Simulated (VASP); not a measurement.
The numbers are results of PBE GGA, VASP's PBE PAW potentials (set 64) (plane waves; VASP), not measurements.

VASP ran on this input.

### POSCAR
```
Si
2.7342070
  0.0000000000   1.0000000399   1.0000000399
  1.0000000399   0.0000000000   1.0000000399
  1.0000000399   1.0000000399   0.0000000000
Si
2
direct
  0.0000000000   0.0000000000   0.0000000000
  0.2500000000   0.2500000000   0.2500000000
```

### INCAR
```
SYSTEM = Si
PREC = Accurate
ENCUT = 480
EDIFF = 1E-7
NELM = 100
ALGO = Normal
LREAL = .FALSE.
LASPH = .TRUE.
ISMEAR = 0
SIGMA = 0.05
GGA = PE
LWAVE = .FALSE.
LCHARG = .FALSE.
ISIF = 2
```

File KPOINTS:
```
K-points
0
Gamma
  8 8 8
```

POTCAR, in this order: Si (PBE.64 set). Program: vasp_std.

The resulting files:

### OSZICAR
```
       N       E                     dE             d eps       ncg     rms          rms(c)
DAV:   1     0.592817617249E+01    0.59282E+01   -0.30401E+03   464   0.713E+02
DAV:   2    -0.107743968222E+02   -0.16703E+02   -0.16390E+02   696   0.810E+01
DAV:   3    -0.110138334586E+02   -0.23944E+00   -0.23605E+00   624   0.114E+01
DAV:   4    -0.110150157037E+02   -0.11822E-02   -0.11822E-02   720   0.891E-01
DAV:   5    -0.110150187412E+02   -0.30375E-05   -0.30374E-05   624   0.264E-02    0.475E+00
DAV:   6    -0.108985905445E+02    0.11643E+00   -0.75876E-02   560   0.144E+00    0.290E+00
DAV:   7    -0.108447457371E+02    0.53845E-01   -0.14612E-01   616   0.213E+00    0.174E-01
DAV:   8    -0.108458530894E+02   -0.11074E-02   -0.38328E-03   504   0.464E-01    0.730E-02
DAV:   9    -0.108460552123E+02   -0.20212E-03   -0.20417E-04   672   0.112E-01    0.569E-02
DAV:  10    -0.108460807122E+02   -0.25500E-04   -0.30743E-05   504   0.416E-02    0.101E-02
DAV:  11    -0.108460803469E+02    0.36525E-06   -0.57378E-07   792   0.528E-03    0.214E-03
DAV:  12    -0.108460806799E+02   -0.33296E-06   -0.57662E-07   504   0.606E-03    0.959E-04
DAV:  13    -0.108460806915E+02   -0.11600E-07   -0.20451E-09   384   0.409E-04
   1 F= -.10846081E+02 E0= -.10846081E+02  d E =-.310491E-15
```

File OUTCAR:
```
------------------------ aborting loop because EDIFF is reached ----------------------------------------
  FORCE on cell =-STRESS in cart. coord.  units (eV):
  Direction    XX          YY          ZZ          XY          YZ          ZX
  --------------------------------------------------------------------------------------
  Total        0.0031174      0.0031174      0.0031174     -0.0000000     -0.0000000      0.0000000
  in kB        0.1221744      0.1221744      0.1221744     -0.0000000     -0.0000000      0.0000000
  external PRESSURE =       0.1221744 kB  Pullay stress =       0.0000000 kB
  volume of cell :       40.88
      direct lattice vectors                 reciprocal lattice vectors
     0.000000000  2.734207109  2.734207109    -0.182868371  0.182868371  0.182868371
     2.734207109  0.000000000  2.734207109     0.182868371 -0.182868371  0.182868371
     2.734207109  2.734207109  0.000000000     0.182868371  0.182868371 -0.182868371
 POSITION                                       TOTAL-FORCE (eV/Angst)
 -----------------------------------------------------------------------------------
      0.00000      0.00000      0.00000         0.000000      0.000000      0.000000
      1.36710      1.36710      1.36710        -0.000000     -0.000000     -0.000000
 -----------------------------------------------------------------------------------
    total drift:                                0.000000      0.000000     -0.000000
  FREE ENERGIE OF THE ION-ELECTRON SYSTEM (eV)
  ---------------------------------------------------
  free  energy   TOTEN  =       -10.8460806915 eV

  energy  without entropy=      -10.8460806915  energy(sigma->0) =      -10.84608069
```
(Selected blocks of OUTCAR.)

The compound is Si in the diamond structure. It was relaxed first.
